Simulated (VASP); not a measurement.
Here is the system:

```yaml
crystal:
  lattice:
    - [4.18869, 0.00000, 0.00000]
    - [0.00000, 4.18869, 0.00000]
    - [0.00000, 0.00000, 4.18869]
  atoms:
    - { symbol: Ba, position: [0.00000, 0.00000, 0.00000] }
    - { symbol: Hf, position: [0.50000, 0.50000, 0.50000] }
    - { symbol: O, position: [0.50000, 0.00000, 0.50000] }
    - { symbol: O, position: [0.00000, 0.50000, 0.50000] }
    - { symbol: O, position: [0.50000, 0.50000, 0.00000] }
```

Computed with optB88-vdW, VASP's PBE PAW potentials (set 64) (plane waves; VASP). Run with 520 eV cut-off, 6×6×6 Γ-centred mesh, tetrahedra with Blöchl corrections, potentials Ba_sv Hf_pv O.

The cores are frozen, which limits the accuracy of field gradients.

Problem. Give the principal components of the electric field gradient (V/Å²) and the asymmetry η at each nucleus.

Solution. 
```tsv
atom	Vxx	Vyy	Vzz	η
Ba1	0.0	0.0	0.0	-
Hf2	0.0	0.0	0.0	-
O3	3.2	3.2	-6.3	0.00
O4	3.2	3.2	-6.3	0.00
O5	3.2	3.2	-6.3	0.00
```

The compound is BaHfO3 in the cubic perovskite structure. It was relaxed first.
